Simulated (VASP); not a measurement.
Here is the system:

GaN has the cubic space group F-43m (No. 216), the zinc blende structure, Pearson symbol cF8. Lattice parameters: a = b = c = 4.4971 Å, α = β = γ = 90.00°. Ga on 4a is coordinated by 4 N at 1.947 Å (tetrahedral). N on 4d has 4 Ga at 1.947 Å (tetrahedral). (Neighbours: up to the widest gap in distance over summed covalent radii, below 1.35, at either atom; cation-cation and far metal-metal contacts left out.)
(The calculation used a cell of 2 atoms; values per cell refer to that cell.)

The numbers are results of PBEsol GGA, VASP's PBE PAW potentials (set 64) (plane waves; VASP), not measurements. Settings: 520 eV cut-off, 10×10×10 Γ-centred mesh, Gaussian smearing of 0.050 eV, potentials Ga_d N.

### Question
Give the energy at these volumes per atom, relative to the lowest: 10.67, 11.01, 11.36, 11.70, 12.04 Å³.

### Answer
27.9, 6.8, 0.0, 5.2, 20.7 meV/atom. A third-order Birch-Murnaghan fit gives B0 = 188 GPa and B0′ = 4.4.

Measured: a 4.500 Å at 300 K (computed value off by -0.1 %), as given by I. Vurgaftman et al., Journal of Applied Physics (2001), doi:10.1063/1.1368156. The calculation is for a static lattice, while the measured a holds thermal and zero-point effects, which are part of the difference.

The compound is GaN in the zinc blende structure, a metastable form; wurtzite is the usual one. It was relaxed first.
